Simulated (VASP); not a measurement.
Here is the system:

```
Zn
1.0
    1.38908    -2.40596     0.00000
    1.38908     2.40596     0.00000
    0.00000     0.00000     5.04747
Zn
2
Cartesian
  1.38908   0.80199   1.26187
  1.38908  -0.80199   3.78560
```

All values below come from PBE GGA, VASP's PBE PAW potentials (set 64) (plane waves; VASP). Run with 480 eV cut-off, 14×14×8 Γ-centred mesh, first-order Methfessel-Paxton smearing of 0.10 eV, potentials Zn.

Problem. What does the run give for the energy per atom (σ→0), pressure, band gap (on the k-mesh) with the smallest direct gap where there is one?

Solution. 
```json
{
 "band gap (on the k-mesh)": "none (metal, semimetal or under 0.01 eV)",
 "energy per atom (σ→0)": "-103.1 kJ/mol of atoms",
 "pressure": "-5.97 GPa"
}
```

The absolute energy has meaning only against runs of the same code, potentials and settings.

The compound is Zn in the hcp structure. This cell was strained or had an atom moved on purpose.
